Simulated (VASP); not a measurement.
Output of a VASP run:

File OSZICAR:
```
...
  40 F= -.48156337E+03 E0= -.48156337E+03  d E =-.235424E-02
       N       E                     dE             d eps       ncg     rms          rms(c)
DAV:   1    -0.481564339275E+03   -0.97032E-03   -0.19628E-01   326   0.118E+00    0.112E-01
RMM:   2    -0.481564407382E+03   -0.68107E-04   -0.30709E-03   326   0.138E-01    0.537E-02
RMM:   3    -0.481564393625E+03    0.13756E-04   -0.72804E-04   330   0.577E-02    0.261E-02
RMM:   4    -0.481564403733E+03   -0.10108E-04   -0.15857E-04   345   0.249E-02    0.131E-02
RMM:   5    -0.481564404630E+03   -0.89646E-06   -0.18685E-05   203   0.103E-02
  41 F= -.48156440E+03 E0= -.48156440E+03  d E =-.338933E-02
       N       E                     dE             d eps       ncg     rms          rms(c)
DAV:   1    -0.481565510738E+03   -0.11070E-02   -0.16824E-01   326   0.107E+00    0.122E-01
RMM:   2    -0.481565590932E+03   -0.80194E-04   -0.28376E-03   326   0.125E-01    0.614E-02
RMM:   3    -0.481565563983E+03    0.26949E-04   -0.56628E-04   329   0.518E-02    0.276E-02
RMM:   4    -0.481565569388E+03   -0.54046E-05   -0.14020E-04   325   0.236E-02    0.110E-02
RMM:   5    -0.481565570171E+03   -0.78296E-06   -0.17717E-05   205   0.935E-03
  42 F= -.48156557E+03 E0= -.48156557E+03  d E =-.116554E-02
       N       E                     dE             d eps       ncg     rms          rms(c)
DAV:   1    -0.481565574092E+03   -0.47040E-05   -0.43094E-04   380   0.537E-02    0.629E-03
RMM:   2    -0.481565574460E+03   -0.36876E-06   -0.99770E-06   191   0.743E-03    0.330E-03
RMM:   3    -0.481565574429E+03    0.31610E-07   -0.18315E-06   162   0.302E-03    0.172E-03
RMM:   4    -0.481565574425E+03    0.40454E-08   -0.30674E-07    83   0.167E-03
  43 F= -.48156557E+03 E0= -.48156557E+03  d E =-.116979E-02
       N       E                     dE             d eps       ncg     rms          rms(c)
DAV:   1    -0.481566259686E+03   -0.68526E-03   -0.13430E-01   326   0.972E-01    0.930E-02
RMM:   2    -0.481566305019E+03   -0.45333E-04   -0.23452E-03   326   0.117E-01    0.475E-02
RMM:   3    -0.481566286445E+03    0.18574E-04   -0.49980E-04   330   0.477E-02    0.239E-02
RMM:   4    -0.481566291158E+03   -0.47133E-05   -0.10823E-04   325   0.209E-02    0.119E-02
RMM:   5    -0.481566291670E+03   -0.51173E-06   -0.12942E-05   200   0.837E-03
  44 F= -.48156629E+03 E0= -.48156629E+03  d E =-.717245E-03
       N       E                     dE             d eps       ncg     rms          rms(c)
DAV:   1    -0.481566305438E+03   -0.14280E-04   -0.21647E-03   380   0.124E-01    0.118E-02
RMM:   2    -0.481566306043E+03   -0.60474E-06   -0.34845E-05   226   0.142E-02    0.603E-03
RMM:   3    -0.481566305571E+03    0.47195E-06   -0.61167E-06   184   0.551E-03    0.285E-03
RMM:   4    -0.481566305587E+03   -0.16291E-07   -0.12646E-06   145   0.244E-03
  45 F= -.48156631E+03 E0= -.48156631E+03  d E =-.731162E-03
       N       E                     dE             d eps       ncg     rms          rms(c)
DAV:   1    -0.481566540361E+03   -0.23479E-03   -0.13374E-02   326   0.309E-01    0.309E-02
RMM:   2    -0.481566546069E+03   -0.57084E-05   -0.22949E-04   326   0.374E-02    0.147E-02
RMM:   3    -0.481566545204E+03    0.86525E-06   -0.49938E-05   262   0.155E-02    0.744E-03
RMM:   4    -0.481566545610E+03   -0.40638E-06   -0.87628E-06   195   0.654E-03
  46 F= -.48156655E+03 E0= -.48156655E+03  d E =-.240023E-03
```

### OUTCAR
```
------------------------ aborting loop because EDIFF is reached ----------------------------------------
  FORCE on cell =-STRESS in cart. coord.  units (eV):
  Direction    XX          YY          ZZ          XY          YZ          ZX
  --------------------------------------------------------------------------------------
  Total       11.2098317     11.2080149      5.2470306      9.4242218      5.4629602      5.4554783
  in kB       26.7328677     26.7285349     12.5129599     22.4745990     13.0279021     13.0100596
  external PRESSURE =      21.9914542 kB  Pullay stress =       0.0000000 kB
  volume of cell :      671.84
      direct lattice vectors                 reciprocal lattice vectors
     8.758331436  0.000000000  0.000000000     0.114176999  0.000000000  0.000000000
     0.000000000  8.758331436  0.000000000     0.000000000  0.114176999  0.000000000
     0.000000000  0.000000000  8.758331436     0.000000000  0.000000000  0.114176999
  FREE ENERGIE OF THE ION-ELECTRON SYSTEM (eV)
  ---------------------------------------------------
  free  energy   TOTEN  =      -481.5665456101 eV

  energy  without entropy=     -481.5665456101  energy(sigma->0) =     -481.56654561

 reached required accuracy - stopping structural energy minimisation
```
(Selected blocks of OUTCAR.)

### POSCAR
```
C33Si32
1
    8.7583314355     0.0000000000     0.0000000000
    0.0000000000     8.7583314355    -0.0000000000
   -0.0000000000    -0.0000000000     8.7583314355
Si C
32 33
Direct
  0.5000000000   0.0000000000   0.0000000000
  0.7500000000   0.2500000000   0.0000000000
  0.7500000000   0.0000000000   0.2500000000
  0.0000000000   0.0000000000   0.0000000000
  0.2500000000   0.2500000000   0.0000000000
  0.5000000000   0.5000000000   0.0000000000
  0.7500000000   0.7500000000   0.0000000000
  0.2500000000   0.0000000000   0.2500000000
  0.5023210000   0.2556390000   0.2515680000
  0.7500000000   0.5000000000   0.2500000000
  0.5000000000   0.0000000000   0.5000000000
  0.7500000000   0.2500000000   0.5000000000
  0.7500000000   0.0000000000   0.7500000000
  0.0000000000   0.5000000000   0.0000000000
  0.2500000000   0.7500000000   0.0000000000
  0.0000000000   0.2500000000   0.2500000000
  0.2495340000   0.5005020000   0.2508780000
  0.5000000000   0.7500000000   0.2500000000
  0.0000000000   0.0000000000   0.5000000000
  0.2445250000   0.2455440000   0.4970800000
  0.4976020000   0.5004570000   0.4955750000
  0.7500000000   0.7500000000   0.5000000000
  0.2500000000   0.0000000000   0.7500000000
  0.5000000000   0.2500000000   0.7500000000
  0.7500000000   0.5000000000   0.7500000000
  0.0000000000   0.7500000000   0.2500000000
  0.0000000000   0.5000000000   0.5000000000
  0.2500000000   0.7500000000   0.5000000000
  0.0000000000   0.2500000000   0.7500000000
  0.2500000000   0.5000000000   0.7500000000
  0.5000000000   0.7500000000   0.7500000000
  0.0000000000   0.7500000000   0.7500000000
  0.6250000000   0.1250000000   0.1250000000
  0.8750000000   0.3750000000   0.1250000000
  0.8750000000   0.1250000000   0.3750000000
  0.1250000000   0.1250000000   0.1250000000
  0.3781330000   0.3755590000   0.1210810000
  0.6250000000   0.6250000000   0.1250000000
  0.8750000000   0.8750000000   0.1250000000
  0.3789040000   0.1262100000   0.3744880000
  0.6194760000   0.3708670000   0.3766670000
  0.8750000000   0.6250000000   0.3750000000
  0.6250000000   0.1250000000   0.6250000000
  0.8750000000   0.3750000000   0.6250000000
  0.8750000000   0.1250000000   0.8750000000
  0.1250000000   0.6250000000   0.1250000000
  0.3750000000   0.8750000000   0.1250000000
  0.1257710000   0.3751230000   0.3750770000
  0.3696710000   0.6215410000   0.3722810000
  0.6250000000   0.8750000000   0.3750000000
  0.1250000000   0.1250000000   0.6250000000
  0.3790660000   0.3693880000   0.6206950000
  0.6250000000   0.6250000000   0.6250000000
  0.8750000000   0.8750000000   0.6250000000
  0.3750000000   0.1250000000   0.8750000000
  0.6250000000   0.3750000000   0.8750000000
  0.8750000000   0.6250000000   0.8750000000
  0.1250000000   0.8750000000   0.3750000000
  0.1250000000   0.6250000000   0.6250000000
  0.3750000000   0.8750000000   0.6250000000
  0.1250000000   0.3750000000   0.8750000000
  0.3750000000   0.6250000000   0.8750000000
  0.6250000000   0.8750000000   0.8750000000
  0.1250000000   0.8750000000   0.8750000000
  0.3725030000   0.3729320000   0.3780540000
```

Question: Reconstruct the remaining input files.

Answer: Several could match; the one computed here: the input of the run itself, PBE GGA, plane waves, VASP's PBE PAW potentials (set 64).

File KPOINTS:
```
Automatic mesh
0
Gamma
1 1 1
0 0 0
```

**INCAR**
```
! general
SYSTEM = C33Si32
PREC   = Normal
ENCUT  = 400   ! plane-wave cut-off (eV)
LREAL  = Auto
LASPH  = .TRUE.   ! aspherical one-centre terms
ISYM   = 0

! electronic loop
EDIFF  = 1E-5   ! SCF stop (eV)
NELM   = 100   ! most electronic steps
NELMIN = 4
ALGO   = Fast   ! Davidson, then RMM-DIIS

! smearing
ISMEAR = 0   ! Gaussian
SIGMA  = 0.05

! functional
GGA    = PE   ! PBE

! ions
IBRION = 2   ! conjugate gradients
NSW    = 60   ! most ionic steps
ISIF   = 2   ! forces and stress, cell fixed
EDIFFG = -0.03   ! ionic stop

! output
LWAVE  = .TRUE.
LCHARG = .FALSE.
```

POTCAR, in this order: Si C (PBE.64 set). Program: vasp_gam.

At this cut-off the stress carries a Pulay error, which pulls relaxed volumes low. The supercell is sampled at Γ alone, which is coarse: total energies, pressure and levels can be off, energies of defects by several tenths of an eV.

The cell is a supercell with a defect, built from SiC (zinc blende): C_i. The run is not spin-polarised, so no state with unpaired spins was tried.
